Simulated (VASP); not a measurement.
# Quasiparticle energies of MoS2 in VASP, part 2 of 4

How does the gap of MoS2 change from the starting functional to GW? The cell has space group P6_3/mmc. The start is a cell from a database of measured crystal structures.

VASP 6.6.1, plane waves and PAW; the level of theory is named at each step.

So far, gap on the k-mesh (eV): step 3 (empty bands) 0.885.

The database entry behind the starting cell differs from later determinations by our own check (about 0.3 % long), so it need not match the best structure at ambient conditions.

### Step 4. G0W0, ENCUTGW 80, bands in the sums 176

This step: G0W0 on PBE, no spin polarisation; plane waves and PAW (Mo_sv_GW, S_GW) (VASP 6.6.1).

G0W0 keeps orbitals and screening fixed and shifts each of the lowest NBANDSGW levels once.

Input file INCAR:

```
SYSTEM = MoS2
PREC = Accurate
ENCUT = 370
ISMEAR = 0
SIGMA = 0.01
LREAL = .FALSE.
GGA = PE
NBANDS = 176
LASPH = .TRUE.
ALGO = EVGW0
NELMGW = 1
ENCUTGW = 80
NOMEGA = 48
PRECFOCK = Fast
NBANDSGW = 40
LWAVE = .FALSE.
LCHARG = .FALSE.
```

Input file POSCAR:

```
MoS2
1.0
    3.1690000000      0.0000000000      0.0000000000
   -1.5845000000      2.7444345046      0.0000000000
    0.0000000000      0.0000000000     12.3240000000
Mo S
2 4
Direct
    0.3333333333      0.6666666667      0.2500000000
    0.6666666667      0.3333333333      0.7500000000
    0.3333333333      0.6666666667      0.6230000000
    0.6666666667      0.3333333333      0.1230000000
    0.3333333333      0.6666666667      0.8770000000
    0.6666666667      0.3333333333      0.3770000000
```

Input file KPOINTS:

```
Automatic mesh
0
Gamma
6 6 2
0 0 0
```

PAW data sets: Mo_sv_GW and S_GW (PBE family, release 64).

Launch:

```sh
$ mpirun -np 8 vasp_std
```

The log of the run:

```text
[banner, memory and clock lines left out]
running    8 mpi-ranks, on    1 nodes
 distrk:  each k-point on    8 cores,    1 groups
 distr:  one band on    1 cores,    8 groups

 POSCAR found type information on POSCAR MoS
 POSCAR found :  2 types and       6 ions
 [... a notice as in an earlier step ...]

|                                                                             |
|           W    W    AA    RRRRR   N    N  II  N    N   GGGG   !!!           |
|           W    W   A  A   R    R  NN   N  II  NN   N  G    G  !!!           |
|           W    W  A    A  R    R  N N  N  II  N N  N  G       !!!           |
|           W WW W  AAAAAA  RRRRR   N  N N  II  N  N N  G  GGG   !            |
|           WW  WW  A    A  R   R   N   NN  II  N   NN  G    G                |
|           W    W  A    A  R    R  N    N  II  N    N   GGGG   !!!           |
|                                                                             |
|     The default for ENCUTGWSOFT is different in this version of VASP.       |
|     please manually set ENCUTGWSOFT =80 in the INCAR file.                  |
|                                                                             |

 LDA part: xc-table for (Slater+PW92), standard interpolation
 found WAVECAR, reading the header
 POSCAR, INCAR and KPOINTS ok, starting setup
 FFT: planning ... GRIDC
 FFT: planning ... GRID_SOFT
 FFT: planning ... GRID
 reading WAVECAR
 the WAVECAR file was read successfully
 initial charge from wavefunction
 available memory per node:     24.10 GB, setting MAXMEM to     24682

 The Fermi energy was updated, please check that it is located mid-gap
 values below the HOMO (VB) or above the LUMO (CB) will cause erroneous energies
 E-fermi :   7.9067

 calculate exact exchange contribution
 the WAVEDER file was read successfully
|                                                                             |
|           W    W    AA    RRRRR   N    N  II  N    N   GGGG   !!!           |
|           W    W   A  A   R    R  NN   N  II  NN   N  G    G  !!!           |
|           W    W  A    A  R    R  N N  N  II  N N  N  G       !!!           |
|           W WW W  AAAAAA  RRRRR   N  N N  II  N  N N  G  GGG   !            |
|           WW  WW  A    A  R   R   N   NN  II  N   NN  G    G                |
|           W    W  A    A  R    R  N    N  II  N    N   GGGG   !!!           |
|                                                                             |
|     Automatic setting of frequency mesh for GW failed. Frequency mesh       |
|     properly not suitable for determining QP energies. Consider             |
|     increasing number of kpoints.                                           |
|                                                                             |

energies w=
    0.000    0.000    0.926    0.000    1.848    0.000    2.762    0.000
    3.666    0.000    4.557    0.000    5.433    0.000    6.292    0.000
    7.136    0.000    7.964    0.000    8.777    0.000    9.577    0.000
   10.366    0.000   11.145    0.000   11.918    0.000   12.687    0.000
   13.455    0.000   14.225    0.000   15.001    0.000   15.786    0.000
   16.586    0.000   17.403    0.000   18.243    0.000   19.112    0.000
   20.017    0.000   20.963    0.000   21.961    0.000   23.019    0.000
   24.150    0.000   25.368    0.000   26.690    0.000   28.138    0.000
   29.738    0.000   31.524    0.000   33.541    0.000   35.845    0.000
   38.511    0.000   41.645    0.000   45.390    0.000   49.957    0.000
   55.658    0.000   62.982    0.000   72.737    0.000   86.362    0.000
  106.692    0.000  140.194    0.000  205.511    0.000  387.721    0.000
 responsefunction array rank=     184
 LDA part: xc-table for (Slater+PW92), standard interpolation

 min. memory requirement per mpi rank    244.9 MB, per node   1959.6 MB

 allocating   6 responsefunctions rank=   184
 shmem allocating  48 responsefunctions rank=   184
 response function shared by NCSHMEM nodes    1
 Doing            6  frequencies on each core in blocks of           48
NQ=   1    0.0000    0.0000    0.0000,
|.........|.........|.........|.........|.........|.........|.........|.........
 performed        758000 updates of chi_q(r,r)
 total number of BLAS operations        169.28 Gflops
NQ=   2    0.1667   -0.0000    0.0000,
|.........|.........|.........|.........|.........|.........|.........|.........
 performed       2164000 updates of chi_q(r,r)
 total number of BLAS operations        533.82 Gflops
NQ=   3    0.3333   -0.0000    0.0000,
|.........|.........|.........|.........|.........|.........|.........|.........
 performed       3570000 updates of chi_q(r,r)
 total number of BLAS operations        890.30 Gflops
NQ=   4    0.5000   -0.0000    0.0000,
|.........|.........|.........|.........|.........|.........|.........|.........
 performed       4610000 updates of chi_q(r,r)
 total number of BLAS operations       1130.82 Gflops
NQ=   5    0.1667    0.1667    0.0000,
|.........|.........|.........|.........|.........|.........|.........|.........
 performed       6016000 updates of chi_q(r,r)
 total number of BLAS operations       1455.98 Gflops
NQ=   6    0.3333    0.1667    0.0000,
|.........|.........|.........|.........|.........|.........|.........|.........
 performed       7591000 updates of chi_q(r,r)
 total number of BLAS operations       1828.83 Gflops
NQ=   7    0.3333    0.3333    0.0000,
|.........|.........|.........|.........|.........|.........|.........|.........
 performed       8490000 updates of chi_q(r,r)
 total number of BLAS operations       2017.68 Gflops
NQ=   8    0.0000    0.0000    0.5000,
|.........|.........|.........|.........|.........|.........|.........|.........
 performed       9248000 updates of chi_q(r,r)
 total number of BLAS operations       2201.45 Gflops
NQ=   9    0.1667   -0.0000    0.5000,
|.........|.........|.........|.........|.........|.........|.........|.........
 performed      10654000 updates of chi_q(r,r)
 total number of BLAS operations       2565.99 Gflops
NQ=  10    0.3333   -0.0000    0.5000,
|.........|.........|.........|.........|.........|.........|.........|.........
 performed      12060000 updates of chi_q(r,r)
 total number of BLAS operations       2891.15 Gflops
NQ=  11    0.5000   -0.0000    0.5000,
|.........|.........|.........|.........|.........|.........|.........|.........
 performed      13100000 updates of chi_q(r,r)
 total number of BLAS operations       3160.80 Gflops
NQ=  12    0.1667    0.1667    0.5000,
|.........|.........|.........|.........|.........|.........|.........|.........
 performed      14506000 updates of chi_q(r,r)
 total number of BLAS operations       3485.96 Gflops
NQ=  13    0.3333    0.1667    0.5000,
|.........|.........|.........|.........|.........|.........|.........|.........
 performed      16081000 updates of chi_q(r,r)
 total number of BLAS operations       3867.52 Gflops
NQ=  14    0.3333    0.3333    0.5000,
|.........|.........|.........|.........|.........|.........|.........|.........
 performed      16980000 updates of chi_q(r,r)
 total number of BLAS operations       4070.63 Gflops
 resolving degeneracies of screened two electron integrals

 calculate QP shifts <psi_nk| G(iteration)W_0 |psi_nk>: iteration 1
 entering main loop
```

It took 7 min on 8 MPI ranks of AMD EPYC 9R45, shared host; peak memory 2.1 GiB.

OUTCAR, selected parts (step 4):

```text
 Found     14 irreducible k-points:

   k-points           NKPTS =     14   k-points in BZ     NKDIM =     72   number of bands    NBANDS=    176

   NELECT =      52.0000    total number of electrons

 E-fermi :   7.9067

 QP shifts <psi_nk| G(iteration)W_0 |psi_nk>: iteration 1
 for sc-GW calculations column KS-energies equals QP-energies in previous step
 and V_xc(KS)=  KS-energies - (<T + V_ion + V_H > + <T+V_H+V_ion>^1  + <V_x>^1)
 k-point   1 :       0.0000    0.0000    0.0000
  band No.  KS-energies  QP-energies   sigma(KS)   V_xc(KS)     V^pw_x(r,r')   Z            occupation Imag(sigma)
    ...
     23       5.3325       5.4920     -15.8597     -16.0702     -17.6875       0.7571       2.0000       0.2494
     24       6.2779       6.1302     -13.9788     -13.7853     -16.1975       0.7629       2.0000       0.2551
     25       6.3170       6.4738     -15.0732     -15.2801     -16.3835       0.7576       2.0000       0.2155
     26       7.4643       7.7390     -15.9151     -16.2793     -16.8302       0.7541       2.0000       0.1424
     27       9.5597      10.4065     -14.5250     -15.6383     -10.9046       0.7605       0.0000      -0.2827
     28       9.5597      10.4065     -14.5250     -15.6383     -10.9046       0.7605       0.0000      -0.2827
     29       9.5874      10.4246     -14.4376     -15.5389     -10.7936       0.7602       0.0000      -0.2853
     30       9.5874      10.4246     -14.4376     -15.5389     -10.7936       0.7602       0.0000      -0.2853
    ...

 k-point   2 :       0.1667   -0.0000    0.0000
  band No.  KS-energies  QP-energies   sigma(KS)   V_xc(KS)     V^pw_x(r,r')   Z            occupation Imag(sigma)
    ...
     23       5.4056       5.2709     -14.0297     -13.8528     -16.2660       0.7614       2.0000       0.2780
     24       6.2773       6.4629     -15.3745     -15.6201     -16.7643       0.7555       2.0000       0.2196
     25       6.2986       6.1698     -13.9741     -13.8051     -16.1609       0.7623       2.0000       0.2496
     26       6.6929       6.9040     -15.4894     -15.7685     -16.7374       0.7562       2.0000       0.1890
     27       8.9519       9.6842     -14.2340     -15.1976     -10.7824       0.7599       0.0000      -0.2639
     28       9.3154      10.1012     -14.6012     -15.6412     -11.1677       0.7557       0.0000      -0.2823
     29       9.3254      10.2048     -14.7691     -15.9214     -10.9765       0.7632       0.0000      -0.2794
     30       9.5196      10.3310     -14.8900     -15.9648     -11.2834       0.7548       0.0000      -0.3078
    ...

 k-point   3 :       0.3333   -0.0000    0.0000
  band No.  KS-energies  QP-energies   sigma(KS)   V_xc(KS)     V^pw_x(r,r')   Z            occupation Imag(sigma)
    ...
     23       5.4219       5.2802     -14.1724     -13.9845     -16.6491       0.7540       2.0000       0.3072
     24       5.5068       5.5133     -14.9565     -14.9650     -17.1393       0.7574       2.0000       0.2746
     25       5.6666       5.7628     -14.7811     -14.9076     -16.3695       0.7601       2.0000       0.2540
     26       5.9228       6.0609     -15.1528     -15.3350     -16.7002       0.7579       2.0000       0.2387
     27       8.8542       9.6636     -15.0201     -16.0903     -11.3747       0.7564       0.0000      -0.2748
     28       8.9528       9.8539     -15.7843     -16.9835     -12.1704       0.7514       0.0000      -0.2795
     29       9.1085      10.0178     -15.8622     -17.0741     -12.1996       0.7503       0.0000      -0.2912
     30       9.5654      10.4538     -15.6219     -16.8036     -11.7536       0.7518       0.0000      -0.3314
    ...

[... 8 parts as in an earlier step ...]

[... 5 further parts left out ...]
```

This step gave:

- quasiparticle gap on the mesh: 1.310 eV
- smallest direct quasiparticle gap on the mesh: 2.224 eV
- gap of the starting orbitals on the mesh: 0.8848 eV

GW takes the gap from 0.885 to 1.310 eV. Spin-orbit coupling is left out. The value holds for 176 bands, ENCUTGW = 80 eV and this mesh, and isn't shown to be converged in them. VASP warns that the automatic setting of its frequency mesh failed and advises more k points, so the value is in doubt.

### Step 5. Empty bands

This step: PBE, no spin polarisation; plane waves and PAW (Mo_sv_GW, S_GW) (VASP 6.6.1).

The empty bands are made again, for the run that follows.

Input file INCAR:

```
SYSTEM = MoS2
PREC = Accurate
ENCUT = 370
ISMEAR = 0
SIGMA = 0.01
LREAL = .FALSE.
GGA = PE
NBANDS = 288
LASPH = .TRUE.
ALGO = Exact
NELM = 1
LWAVE = .TRUE.
LCHARG = .FALSE.
LOPTICS = .TRUE.
NEDOS = 1000
CSHIFT = 0.1
```

POSCAR is that of step 4.

KPOINTS is that of step 4.

Launch:

```sh
$ mpirun -np 8 vasp_std
```

The log of the run:

```text
[banner, memory and clock lines left out]
running    8 mpi-ranks, on    1 nodes
[...]
[... a notice as in an earlier step ...]

 LDA part: xc-table for (Slater+PW92), standard interpolation
 found WAVECAR, reading the header
  number of bands has changed, file:    32 present:   288
  trying to continue reading WAVECAR, but it might fail
 POSCAR, INCAR and KPOINTS ok, starting setup
[...]
reading WAVECAR
 random initialization beyond band           32
 the WAVECAR file was read successfully
 initial charge from wavefunction
 entering main loop
       N       E                     dE             d eps       ncg     rms          rms(c)
DIA:   1    -0.451069119711E+02   -0.45107E+02    0.00000E+00     0   0.000E+00
   1 F= -.45106912E+02 E0= -.45106912E+02  d E =-.203224E-11
 writing wavefunctions
 optical routines
 imaginary and real dielectric function
 recalculating local potential from charge density
 direction            1
 direction            2
 direction            3
```

The job ended after 29 s (8 MPI ranks; peak memory 2.1 GiB; 3.4 min of CPU time).

OUTCAR, selected parts (step 5):

```text
  Total        1.2037713      1.2037713      1.5280322     -0.0000000     -0.0000000      0.0000000
  in kB       17.9940023     17.9940023     22.8410615     -0.0000000     -0.0000000      0.0000000
  external PRESSURE =      19.6096887 kB  Pullay stress =       0.0000000 kB

 POSITION                                       TOTAL-FORCE (eV/Angst)
 -----------------------------------------------------------------------------------
     -0.00000      1.82962      3.08100         0.000000      0.000000     -0.000000
      1.58450      0.91481      9.24300        -0.000000     -0.000000     -0.000000
     -0.00000      1.82962      7.67785        -0.000000     -0.000000      0.034317
      1.58450      0.91481      1.51585         0.000000      0.000000      0.034317
     -0.00000      1.82962     10.80815        -0.000000     -0.000000     -0.034317
      1.58450      0.91481      4.64615         0.000000      0.000000     -0.034317
 -----------------------------------------------------------------------------------
    total drift:                               -0.000000      0.000000     -0.000000

  FREE ENERGIE OF THE ION-ELECTRON SYSTEM (eV)
  ---------------------------------------------------
  free  energy   TOTEN  =       -45.1069119711 eV

  energy  without entropy=      -45.1069119711  energy(sigma->0) =      -45.10691197

[... 1 part as in an earlier step ...]

[... 2 further parts left out ...]
[key lines of the parts left out:]
E-fermi :   7.5061
```

WAVECAR now holds 288 bands for 52 electrons.

### Step 6. G0W0, ENCUTGW 110, bands in the sums 288

This step: G0W0 on PBE, no spin polarisation; plane waves and PAW (Mo_sv_GW, S_GW) (VASP 6.6.1).

ENCUTGW rises to 110 eV and the bands with it, to about the number of plane waves under that cutoff.

Input file INCAR:

```
SYSTEM = MoS2
PREC = Accurate
ENCUT = 370
ISMEAR = 0
SIGMA = 0.01
LREAL = .FALSE.
GGA = PE
NBANDS = 288
LASPH = .TRUE.
ALGO = EVGW0
NELMGW = 1
ENCUTGW = 110
NOMEGA = 48
PRECFOCK = Fast
NBANDSGW = 40
LWAVE = .FALSE.
LCHARG = .FALSE.
```

POSCAR is that of step 5.

KPOINTS is that of step 5.

Launch:

```sh
$ mpirun -np 8 vasp_std
```

The log of the run:

```text
[banner, memory and clock lines left out]
running    8 mpi-ranks, on    1 nodes
[...]
[... a notice as in an earlier step ...]

|                                                                             |
|           W    W    AA    RRRRR   N    N  II  N    N   GGGG   !!!           |
|           W    W   A  A   R    R  NN   N  II  NN   N  G    G  !!!           |
|           W    W  A    A  R    R  N N  N  II  N N  N  G       !!!           |
|           W WW W  AAAAAA  RRRRR   N  N N  II  N  N N  G  GGG   !            |
|           WW  WW  A    A  R   R   N   NN  II  N   NN  G    G                |
|           W    W  A    A  R    R  N    N  II  N    N   GGGG   !!!           |
|                                                                             |
|     The default for ENCUTGWSOFT is different in this version of VASP.       |
|     please manually set ENCUTGWSOFT =110 in the INCAR file.                 |
|                                                                             |

[...]
total number of BLAS operations      11637.35 Gflops
NQ=  10    0.3333   -0.0000    0.5000,
|.........|.........|.........|.........|.........|.........|.........|.........
 performed      20357000 updates of chi_q(r,r)
 total number of BLAS operations      13056.78 Gflops
NQ=  11    0.5000   -0.0000    0.5000,
|.........|.........|.........|.........|.........|.........|.........|.........
 performed      22121000 updates of chi_q(r,r)
 total number of BLAS operations      14227.48 Gflops
NQ=  12    0.1667    0.1667    0.5000,
|.........|.........|.........|.........|.........|.........|.........|.........
 performed      24484000 updates of chi_q(r,r)
 total number of BLAS operations      15646.91 Gflops
NQ=  13    0.3333    0.1667    0.5000,
|.........|.........|.........|.........|.........|.........|.........|.........
 performed      27123000 updates of chi_q(r,r)
 total number of BLAS operations      17302.60 Gflops
NQ=  14    0.3333    0.3333    0.5000,
|.........|.........|.........|.........|.........|.........|.........|.........
 performed      28656000 updates of chi_q(r,r)
 total number of BLAS operations      18278.44 Gflops
 resolving degeneracies of screened two electron integrals

 calculate QP shifts <psi_nk| G(iteration)W_0 |psi_nk>: iteration 1
 entering main loop
[key lines of the parts left out:]
E-fermi :   7.9067
```

It took 11 min on 8 MPI ranks; peak memory 2.9 GiB; 82 min of CPU time.

Parts of OUTCAR (step 6):

```text
 QP shifts <psi_nk| G(iteration)W_0 |psi_nk>: iteration 1
 for sc-GW calculations column KS-energies equals QP-energies in previous step
 and V_xc(KS)=  KS-energies - (<T + V_ion + V_H > + <T+V_H+V_ion>^1  + <V_x>^1)
 k-point   1 :       0.0000    0.0000    0.0000
  band No.  KS-energies  QP-energies   sigma(KS)   V_xc(KS)     V^pw_x(r,r')   Z            occupation Imag(sigma)
    ...
     23       5.3325       5.2674     -16.1565     -16.0702     -17.6875       0.7543       2.0000       0.2443
     24       6.2779       5.9146     -14.2633     -13.7853     -16.1975       0.7599       2.0000       0.2509
     25       6.3170       6.2831     -15.3250     -15.2801     -16.3835       0.7549       2.0000       0.2107
     26       7.4643       7.5158     -16.2107     -16.2793     -16.8302       0.7508       2.0000       0.1366
     27       9.5597      10.1845     -14.8136     -15.6383     -10.9046       0.7576       0.0000      -0.2851
     28       9.5597      10.1845     -14.8136     -15.6383     -10.9046       0.7576       0.0000      -0.2851
     29       9.5874      10.2027     -14.7263     -15.5389     -10.7936       0.7573       0.0000      -0.2878
     30       9.5874      10.2027     -14.7263     -15.5389     -10.7936       0.7573       0.0000      -0.2878
    ...

[... 1 part as in an earlier step ...]

[... 2 further parts left out ...]
[key lines of the parts left out:]
E-fermi :   7.9067
```

The gap is now 1.343 eV, +33 meV against the GW run before. Spin-orbit coupling is left out. VASP warns that the automatic setting of its frequency mesh failed and advises more k points, so the value is in doubt.

(Continued in part 3 of 4.)

[Lines on the potential files, build, host, timing and source positions are cut from VASP's logs without a mark.]

[Logs are printed without paths, hosts, clocks, repeated set-up lines and the standing remarks that a program may print on its own settings, such as how far it seeks lower states.]

[Hosts, paths, dates, database ids (printed as entryN), source tags and the programs' standing remarks are cut or masked in the printed files.]

[Pressures printed for these runs are not shown converged in the cutoff: they can be off by several GPa and have the wrong sign.]

[In band tables of VASP the shares of atoms and orbitals are scaled to a sum of 1 inside the atoms' spheres.]
